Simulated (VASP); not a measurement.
Consider the following.

```yaml
crystal:
  lattice:
    - [0.00000, 2.76053, 2.76053]
    - [2.76053, 0.00000, 2.76053]
    - [2.76053, 2.76053, 0.00000]
  atoms:
    - { symbol: Re, position: [0.75000, 0.75000, 0.75000] }
    - { symbol: Re, position: [0.50000, 0.50000, 0.50000] }
```

Calculation: PBE GGA, VASP's PBE PAW potentials (set 64) (plane waves; VASP 6.6.1). Numerical set-up: 300 eV cut-off, 8×8×8 Γ-centred mesh, Fermi-Dirac smearing of 0.10 eV, potentials Re.

### Question
Give the energies of bands 1 to 10 at the high-symmetry points, in eV from the Fermi level.

### Answer

```tsv
band	Γ	X	U	L	W
1	-7.21	-4.18	-4.43	-4.46	-4.29
2	-3.35	-4.18	-3.79	-3.18	-4.29
3	-3.35	-2.64	-3.06	-3.03	-2.70
4	-2.44	-2.64	-2.87	-3.03	-2.70
5	-2.44	-1.95	-2.02	-2.71	-0.95
6	-2.44	-1.95	-0.61	-2.71	-0.95
7	0.64	-0.10	-0.52	-0.94	-0.91
8	0.64	-0.10	-0.18	1.82	-0.91
9	0.64	3.91	2.65	1.82	4.09
10	4.45	3.95	3.70	3.50	4.10
```

It has no gap at this level: it comes out as a metal or semimetal.

The structure was generated: Re was put into an ordered model structure, which need not be its known phase. The cell was not relaxed at this level.
